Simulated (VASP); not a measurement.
Crystal: Zr2CrN2.

```
Zr Cr N
1.0
    -1.86834    1.86834    4.48548
     1.86834   -1.86834    4.48548
     1.86834    1.86834   -4.48548
Zr Cr N
2 1 2
Direct
  0.38785 0.38785 0.00000
  0.61215 0.61215 0.00000
  0.00000 0.00000 0.00000
  0.25000 0.75000 0.50000
  0.75000 0.25000 0.50000
```

The cell was built by a generator and needn't be a form met in nature.

| Property | Result |
| --- | --- |
| Program | VASP 6.6.1 |
| Task | relaxation of cell and atoms |
| Functional | PBE |
| Potentials or basis | VASP PAW PBE potentials, release 64 (Zr_sv, Cr_pv, N) |
| Cutoff | 520 eV |
| k mesh | 5 × 5 × 5 |
| Occupations | gaussian, width 0.15 eV |
| Spin | collinear spin, ferromagnetic start |
| Starting moments | [0.0, 0.0, 3.0, 0.0, 0.0] μB |

At the start: pressure 29.5 GPa; volume 12.53 Å³/atom.

How do energy, volume and symmetry change on relaxing?

Over 21 steps the energy falls by 1580.5 meV/atom and the volume is 16.04 Å³/atom (+28.1 %); space group I4/mmm (No. 139, to 0.05 Å); moment 4.70 μB per cell.

The path:
```tsv
step	energy change (eV)	largest force (eV/Å)	pressure (GPa)	volume (Å³)
1	0.0000	17.8241	29.53	62.63
2	-5.2606	4.2385	23.46	85.34
3	-7.3822	1.5709	17.58	73.55
4	-5.3407	1.9948	110.51	91.75
5	9.4277	3.2151	-31.04	163.85
6	4.2597	3.3560	-22.87	136.27
7	-4.8762	2.6217	-26.36	106.27
8	-6.2046	2.2952	-23.03	98.83
9	-6.7069	2.0161	-20.48	95.25
10	-6.9302	1.8638	-18.90	93.49
11	-7.0345	1.7800	-18.33	92.62
12	-7.0847	1.7368	-17.53	92.19
13	-7.7422	1.5753	9.66	77.01
14	-7.8882	0.4098	-0.26	81.03
15	-7.8880	0.3509	-0.78	81.24
16	-7.8960	0.1944	-0.50	80.95
17	-7.9014	0.0684	-0.73	80.48
18	-7.9014	0.1249	-0.52	80.41
19	-7.9015	0.0601	-0.72	80.44
20	-7.9014	0.1096	-0.15	80.42
21	-7.9024	0.0113	0.24	80.21
```

Final structure:
```cif
data_structure
_symmetry_space_group_name_H-M 'P 1'
_symmetry_Int_Tables_number 1
_cell_length_a 5.9205
_cell_length_b 5.9205
_cell_length_c 5.9205
_cell_angle_alpha 141.389
_cell_angle_beta 141.389
_cell_angle_gamma 55.751
_cell_volume 80.21
loop_
_atom_site_label
_atom_site_type_symbol
_atom_site_fract_x
_atom_site_fract_y
_atom_site_fract_z
_atom_site_occupancy
Zr1 Zr 0.33300 0.33300 0.00000 1
Zr2 Zr 0.66700 0.66700 0.00000 1
Cr1 Cr 0.00000 0.00000 0.00000 1
N1 N 0.25000 0.75000 0.50000 1
N2 N 0.75000 0.25000 0.50000 1
```

Caveat: the k mesh is coarse (spacing up to 0.48 Å⁻¹), so the values aren't converged; the volume moved by over 15 % at a fixed basis, so the end points are rough; a cell with one magnetic atom can't hold antiferromagnetic order, which such compounds often take.
